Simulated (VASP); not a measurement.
Given:

```yaml
crystal:
  lattice:
    - [0.00000, 2.76183, 2.76183]
    - [2.76183, 0.00000, 2.76183]
    - [2.76183, 2.76183, 0.00000]
  atoms:
    - { symbol: Ag, position: [0.00000, 0.00000, 0.00000] }
    - { symbol: Cl, position: [0.50000, 0.50000, 0.50000] }
```

The numbers are results of rev-vdW-DF2, VASP's PBE PAW potentials (set 64) (plane waves; VASP), not measurements. Run with 520 eV cut-off, 8×8×8 Γ-centred mesh, Gaussian smearing of 0.050 eV, potentials Ag Cl.

Problem. The job: AgCl (rock salt), 2 atoms, rev-vdW-DF2, static run, 520 eV, 8×8×8 Γ-centred mesh. Roughly how much core time does it take on a busy server core?

Solution. About 30 core-seconds (one run on a shared machine, a rough figure). It had 29 irreducible k-points, 13 bands, up to 1158 plane waves and 12 electronic steps.

The compound is AgCl in the rock salt structure. It was relaxed first.
